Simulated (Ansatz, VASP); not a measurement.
# Cross-check of GaP between VASP and Ansatz

Aim: how closely do two programs agree when they are given the same cell, functional and k mesh? The cell is taken from a series of runs on this material, whose earlier steps may have relaxed, scaled, displaced or heated it; both programs get it as it stands.

Program: Ansatz 0.2.0. Level of theory: plane waves, with VASP 6.6.1 beside it; single point at r2SCAN, spin-orbit coupling. Results are calculated unless marked as measured.

**1. Starting point**

It takes space group F-43m (No. 216, cubic). The conventional cell has a = 5.451 Å, b = 5.451 Å, c = 5.451 Å, α = 90.00°, β = 90.00°, γ = 90.00°. Ga has 4 P at 2.36 Å nearest. Nearest to P lie 4 Ga at 2.36 Å. Farther neighbours are not listed.

Coordinates:

```xyz
2
Lattice="0.0000 2.7252 2.7252 2.7252 0.0000 2.7252 2.7252 2.7252 0.0000" Properties=species:S:1:pos:R:3 pbc="T T T"
Ga    0.0000    0.0000    0.0000
P     1.3626    1.3626    1.3626
```

**2. VASP: single point, r2SCAN, spin-orbit coupling**

A single point gives forces, pressure and levels at one fixed geometry, so differences don't come from the geometry; what else differs is listed under the comparison.

Lines of VASP's logs that name or quote its potential files are left out, and so is its time.

INCAR reads:

```
SYSTEM = GaP
PREC = Accurate
ENCUT = 440
EDIFF = 1E-06
NELM = 200
ISMEAR = 0
SIGMA = 0.01
LREAL = .FALSE.
ALGO = Normal
METAGGA = R2SCAN
LASPH = .TRUE.
LNONCOLLINEAR = .TRUE.
MAGMOM = 0 0 0 0 0 0
NBANDS = 30
GGA_COMPAT = .FALSE.
LSORBIT = .TRUE.
LORBIT = 11
LWAVE = .FALSE.
LCHARG = .FALSE.
ISIF = 2
EFERMI = MIDGAP
LMIXTAU = .TRUE.
KPAR = 2
```

POSCAR reads:

```
GaP
1.0
    0.0000000000      2.7252500000      2.7252500000
    2.7252500000      0.0000000000      2.7252500000
    2.7252500000      2.7252500000      0.0000000000
Ga P
1 1
Direct
    0.0000000000      0.0000000000      0.0000000000
    0.2500000000      0.2500000000      0.2500000000
```

KPOINTS reads:

```
Automatic mesh
0
Gamma
8 8 8
0 0 0
```

PAW data sets: Ga_d and P (PBE family, release 64).

The run is started by

```sh
> mpirun -np 2 vasp_ncl
```

Numbers of over 12 decimals in the logs are rounded to 6 here.

Log:

```text
[banner, memory and clock lines left out]
running    2 mpi-ranks, on    1 nodes
 distrk:  each k-point on    1 cores,    2 groups
 distr:  one band on    1 cores,    1 groups

 POSCAR found type information on POSCAR GaP
 POSCAR found :  2 types and       2 ions
|                                                                             |
|               ----> ADVICE to this user running VASP <----                  |
|                                                                             |
|     You enforced a specific xc type in the INCAR file but a different       |
|     [... a line on the potential file left out ...]
|     I HOPE YOU KNOW WHAT YOU ARE DOING!                                     |
|                                                                             |

 LDA part: xc-table for (None), standard interpolation
 POSCAR, INCAR and KPOINTS ok, starting setup
 FFT: planning ... GRIDC
 FFT: planning ... GRID_SOFT
 FFT: planning ... GRID
 WAVECAR not read
 entering main loop
       N       E                     dE             d eps       ncg     rms          rms(c)
DAV:   1     0.109332069112E+03    0.10933E+03   -0.78670E+03  2922   0.163E+03
DAV:   2    -0.753121416679E+01   -0.11686E+03   -0.10990E+03  2678   0.427E+02
DAV:   3    -0.232141016120E+02   -0.15683E+02   -0.15477E+02  3068   0.112E+02
DAV:   4    -0.237346564314E+02   -0.52055E+00   -0.51961E+00  3216   0.222E+01
DAV:   5    -0.237453125694E+02   -0.10656E-01   -0.10654E-01  3062   0.302E+00    0.487E+00
DAV:   6    -0.214248543405E+02    0.23205E+01   -0.59063E-01  3608   0.164E+01    0.320E+00
DAV:   7    -0.214815452780E+02   -0.56691E-01   -0.36583E-01  3244   0.668E+00    0.134E+00
DAV:   8    -0.214419420888E+02    0.39603E-01   -0.13360E-01  2694   0.459E+00    0.101E+00
DAV:   9    -0.213277269927E+02    0.11422E+00   -0.19936E-01  2616   0.446E+00    0.348E-01
DAV:  10    -0.214504823284E+02   -0.12276E+00   -0.18503E-01  2604   0.421E+00    0.126E-01
DAV:  11    -0.214671625656E+02   -0.16680E-01   -0.14617E-02  2880   0.106E+00    0.711E-02
DAV:  12    -0.214659756768E+02    0.11869E-02   -0.67648E-04  2926   0.263E-01    0.459E-02
DAV:  13    -0.214672843389E+02   -0.13087E-02   -0.61229E-04  2812   0.275E-01    0.237E-02
DAV:  14    -0.214673846404E+02   -0.10030E-03   -0.11150E-04  3108   0.983E-02    0.304E-02
DAV:  15    -0.214673872920E+02   -0.26516E-05   -0.47871E-06  3266   0.214E-02    0.344E-02
DAV:  16    -0.214673863848E+02    0.90720E-06   -0.50229E-06  3078   0.236E-02
   1 F= -.21467386E+02 E0= -.21467386E+02  d E =0.000000E+00  mag=    -0.0000     0.0000     0.0000
```

Parts of OUTCAR (step 2):

```text
ion  position               nearest neighbor table
   1  0.000  0.000  0.000-   2 2.36   2 2.36   2 2.36   2 2.36
   2  0.250  0.250  0.250-   1 2.36   1 2.36   1 2.36   1 2.36

  LATTYP: Found a face centered cubic cell.
 ALAT       =     5.4505000000

 Subroutine GETGRP returns: Found 24 space group operations
 (whereof 24 operations were pure point group operations)

The static configuration has the point symmetry T_d .

 Found     43 irreducible k-points:

   k-points           NKPTS =     43   k-points in BZ     NKDIM =     43   number of bands    NBANDS=     30

   dimension x,y,z NGX =    28 NGY =   28 NGZ =   28
   dimension x,y,z NGXF=    56 NGYF=   56 NGZF=   56

   ENCUT  =  440.0 eV  32.34 Ry    5.69 a.u.   6.59  6.59  6.59*2*pi/ulx,y,z

   NELECT =      18.0000    total number of electrons

 k-points in reciprocal lattice and weights: Automatic mesh
   0.00000000  0.00000000  0.00000000       0.002
   0.12500000  0.00000000  0.00000000       0.008
  -0.12500000  0.00000000  0.00000000       0.008
   0.25000000  0.00000000  0.00000000       0.008
  -0.25000000  0.00000000  0.00000000       0.008
   0.37500000  0.00000000  0.00000000       0.008
  -0.37500000  0.00000000  0.00000000       0.008
   0.50000000  0.00000000  0.00000000       0.008
   0.12500000  0.12500000  0.00000000       0.012
[...]
-0.37500000  0.50000000  0.12500000       0.023
  -0.25000000  0.50000000  0.25000000       0.012

 average (electrostatic) potential at core
       1 -70.1833       2 -86.4540

 E-fermi :   5.4261

 k-point     1 :       0.0000    0.0000    0.0000
  band No.  band energies     occupation
    ...
     14       4.4069      1.00000
     15       4.4885      1.00000
     16       4.4885      1.00000
     17       4.4885      1.00000
     18       4.4885      1.00000
     19       6.8064      0.00000
     20       6.8064      0.00000
     21       8.5403      0.00000
     22       8.5403      0.00000
     23       8.7080      0.00000
    ...

 k-point     2 :       0.1250    0.0000    0.0000
  band No.  band energies     occupation
    ...
     14       2.8358      1.00000
     15       4.1944      1.00000
     16       4.1944      1.00000
     17       4.2499      1.00000
     18       4.2536      1.00000
     19       7.3454      0.00000
     20       7.3454      0.00000
     21       8.9570      0.00000
     22       8.9570      0.00000
     23       9.0722      0.00000
    ...

 k-point     3 :      -0.1250    0.0000    0.0000
  band No.  band energies     occupation
    ...
     14       2.8358      1.00000
     15       4.1944      1.00000
     16       4.1944      1.00000
     17       4.2499      1.00000
     18       4.2536      1.00000
     19       7.3454      0.00000
     20       7.3454      0.00000
     21       8.9570      0.00000
     22       8.9570      0.00000
     23       9.0722      0.00000
    ...

  Total       -0.0497948     -0.0497948     -0.0497948      0.0000000      0.0000000     -0.0000000
  in kB       -1.9708127     -1.9708127     -1.9708127      0.0000000      0.0000000     -0.0000000
  external PRESSURE =      -1.9708127 kB  Pullay stress =       0.0000000 kB

  energy-cutoff  :      440.00
  volume of cell :       40.48
      direct lattice vectors                 reciprocal lattice vectors
     0.000000000  2.725250000  2.725250000    -0.183469406  0.183469406  0.183469406
     2.725250000  0.000000000  2.725250000     0.183469406 -0.183469406  0.183469406
     2.725250000  2.725250000  0.000000000     0.183469406  0.183469406 -0.183469406

 POSITION                                       TOTAL-FORCE (eV/Angst)
 -----------------------------------------------------------------------------------
      0.00000      0.00000      0.00000         0.000000      0.000000      0.000000
      1.36262      1.36262      1.36262        -0.000000     -0.000000     -0.000000
 -----------------------------------------------------------------------------------
    total drift:                               -0.000004     -0.000004     -0.000004

  FREE ENERGIE OF THE ION-ELECTRON SYSTEM (eV)
  ---------------------------------------------------
  free  energy   TOTEN  =       -21.4673863848 eV

  energy  without entropy=      -21.4673863848  energy(sigma->0) =      -21.46738638

 Spin-Orbit-Coupling matrix elements
 Ion:    1  E_soc:     -0.0112292
 Ion:    2  E_soc:     -0.0008331

 total charge
# of ion       s       p       d       tot
------------------------------------------
    1        0.831   0.847  10.018  11.696
    2        1.009   1.541   0.000   2.550
--------------------------------------------------
tot          1.840   2.388  10.018  14.246

 magnetization (x)
# of ion       s       p       d       tot
------------------------------------------
    1        0.000   0.000   0.000   0.000
    2       -0.000  -0.000   0.000  -0.000
--------------------------------------------------
tot         -0.000  -0.000   0.000  -0.000

 magnetization (y)
# of ion       s       p       d       tot
------------------------------------------
    1        0.000   0.000   0.000   0.000
    2        0.000   0.000   0.000   0.000
--------------------------------------------------
tot          0.000   0.000   0.000   0.000

 magnetization (z)
# of ion       s       p       d       tot
------------------------------------------
    1        0.000  -0.000   0.000  -0.000
    2        0.000   0.000   0.000   0.000
--------------------------------------------------
tot          0.000  -0.000   0.000  -0.000

[... 3 further parts left out ...]
```

The run ends at a pressure of -0.20 GPa.

**3. Ansatz: single point, r2SCAN, spin-orbit coupling**

Ansatz runs on its fully relativistic PAW (standard-fr) files.

The same cell, functional and mesh now go to Ansatz, which takes its cutoff from its data sets.

input.yaml reads:

```yaml
crystal:
  lattice:
    - [0.0, 2.72525, 2.72525]
    - [2.72525, 0.0, 2.72525]
    - [2.72525, 2.72525, 0.0]
  atoms:
    - { symbol: Ga, position: [0.0, 0.0, 0.0] }
    - { symbol: P, position: [0.25, 0.25, 0.25] }
kpoints:
  mp_grid: { grid: [8, 8, 8] }
  band_path:
    path:
      - [0.0, 0.0, 0.0]
      - [-0.5, -0.5, 0.0]
      - [-0.375, -0.375, 0.25]
      - [-0.375, 0.0, 0.375]
      - [0.0, 0.0, 0.5]
      - [-0.5, -0.25, 0.25]
      - [-0.45, -0.45, 0.0]
    npoints: 1
hamiltonian:
  xc: r2scan
scf:
  occupations: { method: fixed }
  n_extra_bands: 8
magnetization:
  noncollinear: true
  spin_orbit: true
output:
  eigenvalues: true
```

The run is started by

```sh
> ansatz run input.yaml --threads 2 --pin off --max-ram 92160MiB --backend cuda --devices 1 --max-vram 13GiB --events-out ev --progress --plain --runs-dir out
```

Log:

```text
scf.n_extra_bands = 8 over 18 filled bands (N_el = 18.0): the run solves 26 bands
GPUs: using 1 of 1 available (devices: 1).
Engine: ansatz 0.2.0, x86_64-unknown-linux-gnu
Pseudopotentials: kind: paw_fr
Pseudopotential: Ga, paw_fr, valence charge 13, recommended cutoff 500 eV (meta_gga), Ga.paw.azcp#standard-fr
Pseudopotential: P, paw_fr, valence charge 5, recommended cutoff 500 eV (meta_gga), P.paw.azcp#standard-fr
Functional definition: r2SCAN
  parameter k0 = 0.174
  parameter k1 = 0.065
  parameter a1 = 4.9479
  exchange = r2scan_x(k0 = k0, k1 = k1, a1 = a1)
  correlation = r2scan_c
non-collinear run that drives no moment, with spin-orbit: no starting moment large enough to seed its density (crystal.atoms[].spin), no starting occupations that ask for one, no magnetisation constraint and no magnetic field, so the semilocal B_xc is pinned to zero
device memory: the entry about to start is reckoned to put 2.6 GiB on a device that reports 54.2 GiB free (of which the cap on the GPU budget leaves the run 13.0 GiB)
GPU FFT provider: cuFFT
GPU libraries: cuBLAS 13.8.2, cuFFT 12.4.0, cuSOLVER 12.3.4
Crystal: 2 atoms, lattice volume = 40.481 Å³
Basis set: ecut = 500 eV, 965 PW (Γ), exchange–correlation on 120×120×120 points (64 copies of the dense FFT grid, shifted against one another)
Bands: 26, of which v1, the nominal top of the filled ones, is band 18 counted from 1 (17 counted from 0)
Symmetry: 24 space group operations + 24 with time reversal
Magnetic group: BNS 216.75 (UNI 1577), of the structure as read, at distance tolerance 3.4e-5 Å
k-points: 29 of 512 (time reversal used)
Projection manifold: j_resolved (fully-relativistic pseudo-atomic orbitals)
Non-local potential: Ga, projectors of the file, l = 0: 2, l = 1: 4, l = 2: 6, l = 3: 2
Non-local potential: P, projectors of the file, l = 0: 2, l = 1: 4, l = 2: 4
PAW form: soft (Blöchl's): semilocal exchange-correlation on the pseudo side does not see the compensation charge
PAW frozen core: Ga, regenerated for the run's functional (the file was generated under x = pbe(κ = 0.804, μ = 0.219515), c = pbe(β = 0.066725))
PAW frozen core: P, regenerated for the run's functional (the file was generated under x = pbe(κ = 0.804, μ = 0.219515), c = pbe(β = 0.066725))
PAW one-centre angular grid: Ga, 590 points (default); XC on 224 Gauss nodes
PAW one-centre angular grid: P, 302 points (default); XC on 160 Gauss nodes
Initial density: superposition of atomic densities (chi_scale 0.1, normalization cell, long waves kept (reshape's long-wave potential 0.00 eV rms))
Initial wavefunctions: pseudopotential atomic-orbital guess
GPU buffer pool allocated for 27000 grid points (all kernels)
GPU transforms: local potential and band sums: pruned to the plane-wave sphere, on 30×30×30
Functional: x = r2scan, c = r2scan; τ floored in thin density (d = 2e-4 eV/Å³)
SCF iter   1: F=—  HF=-4547.777673 eV  |F-HF|=—  |Δ(HF+E_count)|=         —  Δρ=4.44e-2  dr2=6.22e-1  dr2_τ=3.08e-3  dr2_m=0.00e0 (ungated)  ethr=3.10e-3  |M|=0.00e0 ∫|m|=0.00e0 μB  |m|>n=0.0e0 m-floor=0.0e0 τ_xc=0.0e0  β_m=0.30  ⟨swp⟩=5.0  Hψ=3368  notcnv=0  defer=98
preconditioner: auto → none  [insulator: Δε(μ)=2.120 eV  Ē_g=16.244 eV  n_scr=14 (ndim 8)  ℏωp=24.8 eV  f_vac=0.000  ε∞_Penn≈3.3]
SCF iter   2: F=—  HF=-4547.750008 eV  |F-HF|=—  |Δ(HF+E_count)|=   2.77e-2  Δρ=2.96e-2  dr2=2.32e-1  dr2_τ=3.00e-4  dr2_m=0.00e0 (ungated)  ethr=3.10e-3  |M|=0.00e0 ∫|m|=0.00e0 μB  |m|>n=0.0e0 m-floor=0.0e0 τ_xc=0.0e0  β_m=0.52  ⟨swp⟩=2.0  Hψ=1118  notcnv=0  defer=100
SCF iter   3: F=—  HF=-4547.767172 eV  |F-HF|=—  |Δ(HF+E_count)|=   1.72e-2  Δρ=5.98e-3  dr2=7.17e-3  dr2_τ=5.84e-5  dr2_m=0.00e0 (ungated)  ethr=1.29e-3  |M|=0.00e0 ∫|m|=0.00e0 μB  |m|>n=0.0e0 m-floor=0.0e0 τ_xc=0.0e0  β_m=0.60  ⟨swp⟩=2.8  Hψ=981  notcnv=0  defer=101
SCF iter   4: F=—  HF=-4547.768623 eV  |F-HF|=—  |Δ(HF+E_count)|=   1.45e-3  Δρ=5.08e-4  dr2=9.65e-5  dr2_τ=5.23e-7  dr2_m=0.00e0 (ungated)  ethr=3.98e-5  |M|=0.00e0 ∫|m|=0.00e0 μB  |m|>n=0.0e0 m-floor=0.0e0 τ_xc=0.0e0  β_m=0.54  ⟨swp⟩=3.7  Hψ=1348  notcnv=0  defer=116
SCF iter   5: F=—  HF=-4547.768576 eV  |F-HF|=—  |Δ(HF+E_count)|=   4.67e-5  Δρ=3.03e-4  dr2=1.54e-5  dr2_τ=1.95e-7  dr2_m=0.00e0 (ungated)  ethr=5.36e-7  |M|=0.00e0 ∫|m|=0.00e0 μB  |m|>n=0.0e0 m-floor=0.0e0 τ_xc=0.0e0  β_m=0.67  ⟨swp⟩=2.0  Hψ=1391  notcnv=0  defer=116
SCF iter   6: F=—  HF=-4547.768588 eV  |F-HF|=—  |Δ(HF+E_count)|=   1.15e-5  Δρ=6.80e-5  dr2=8.06e-7  dr2_τ=4.77e-9  dr2_m=0.00e0 (ungated)  ethr=8.53e-8  |M|=0.00e0 ∫|m|=0.00e0 μB  |m|>n=0.0e0 m-floor=0.0e0 τ_xc=0.0e0  β_m=0.84  ⟨swp⟩=2.4  Hψ=1010  notcnv=0  defer=116
SCF iter   7: F=-4547.768588 eV  HF=-4547.768588 eV  |F-HF|=7.40e-10  |Δ(HF+E_count)|=   3.06e-7  Δρ=4.22e-6  dr2=5.21e-9  dr2_τ=4.48e-11  dr2_m=0.00e0 (ungated)  ethr=5.56e-10  |M|=0.00e0 ∫|m|=0.00e0 μB  |m|>n=0.0e0 m-floor=0.0e0 τ_xc=0.0e0  ⟨swp⟩=10.8  Hψ=4143  notcnv=0
SCF 1 converged in 7 iterations: F = -4547.768588 eV  dr2 = 5.21e-9
  greatest PAW one-centre occupation: 0.993 electrons in one spin orbital (limit 2), on the Ga atom at site 0 (counted from 0), in its partial waves of l = 2
device memory: the entry about to start is reckoned to put 1.4 GiB on a device that reports 70.1 GiB free (of which the cap on the GPU budget leaves the run 13.0 GiB)
NSCF: frozen V_eff on 7 k-points
SCF converged after 7 iterations
Magnetization: |M| = 0.0000 μB,  M = (+0.0000, +0.0000, +0.0000) μB
Absolute magnetization: 0.0000 μB (∫|m|)
  site 0: m = (+0.0000, +0.0000, +0.0000) μB, |m| = 0.0000 μB  (R = 0.97 Å)
  site 1: m = (+0.0000, +0.0000, +0.0000) μB, |m| = 0.0000 μB  (R = 0.97 Å)
Free energy (F): -4547.768588 eV
Harris-Foulkes:  -4547.768588 eV  (|F-HF|=7.40e-10)
Internal energy: -4547.768588 eV  (E = F + TS)
E sigma→0 (E₀):  -4547.768588 eV
Fermi energy:    6.926297 eV
--- Per-component energies (eV) ---
  E_band       = -67.620969
  E_kinetic    = 185.497224
  E_local      = -2202.630351  (includes V_loc(G=0)·N_el)
  E_nonlocal   = 460.550611
  E_hartree    = 1020.460183
  E_xc         = -120.994950
  E_vxc        = -124.839765  (∫ρ·V_xc dr)
  E_paw        = -2577.276381  (= ΣΔE_a)
  E_vpaw       = -433.132861  (= ΣTr[D̂ρ^β])
  E_aug_tail   = -0.000042  (compensation charges beyond the density's cutoff)
  E_vtau       = 6.016351  (kinetic-family band-sum trace: ∫τ·v_τ [+ j·A + Jᵃ·Aᵃ] dr)
  E_ewald      = -1312.644944
  E_core_change = -0.729939  (= ΣΔE_core)
  E_smearing   = -0.000000  (= −TS)
  E_closure    = 0.000000  (closes the sum)
  Σ components = -4547.768588   (vs F -4547.768588, Δ=0.00e0)
--- Band table (eV; the first three rows and the last of 29) ---
  k-point 0: bands = [... 14 lower, 6.9263, 6.9263, 6.9263, 6.9263, 9.2658, 9.2658, 10.9622, 10.9622, ... 4 higher]
  k-point 1: bands = [... 14 lower, 6.6317, 6.6317, 6.6871, 6.6908, 9.7926, 9.7926, 11.3783, 11.3783, ... 4 higher]
  k-point 2: bands = [... 14 lower, 6.1757, 6.1757, 6.2362, 6.2407, 9.4446, 9.4446, 11.9219, 11.9219, ... 4 higher]
  k-point 28: bands = [... 14 lower, 3.1772, 3.1945, 3.3327, 3.3814, 11.9306, 11.9340, 12.1822, 12.2088, ... 4 higher]
```

**4. Side by side**

Known differences besides the potentials themselves: spin-orbit coupling enters by fully relativistic files in Ansatz and inside the spheres in VASP; VASP keeps PBE cores, Ansatz makes them for the functional; fixed occupations in Ansatz, narrow Gaussian smearing in VASP; the cutoff is 500 eV in Ansatz and 440 eV in VASP. Total energies have different zeros and are not compared.

Compared:

```
              quantity  Ansatz   VASP  difference
gap on the k mesh (eV)   1.868  1.875      -0.008
```

A gap on the mesh is an upper bound, since the band edges may lie between its points.

**5. Outcome**

```
difference in gap on the k mesh (single point, r2SCAN, spin-orbit coupling) : -0.0075 eV
```

In words: The difference in gap on the k mesh is -0.0075 eV (single point, r2SCAN, spin-orbit coupling), within the 0.08 eV picked in this series as the mark of a large difference. How closely two codes agree says nothing of how well the functional describes the real material.

[Lines on the potential files, build, host, timing and source positions are cut from VASP's logs without a mark.]

[Logs are printed without paths, hosts, clocks, repeated set-up lines and the standing remarks that a program may print on its own settings, such as how far it seeks lower states.]

[Hosts, paths, dates, database ids (printed as entryN), source tags and the programs' standing remarks are cut or masked in the printed files.]
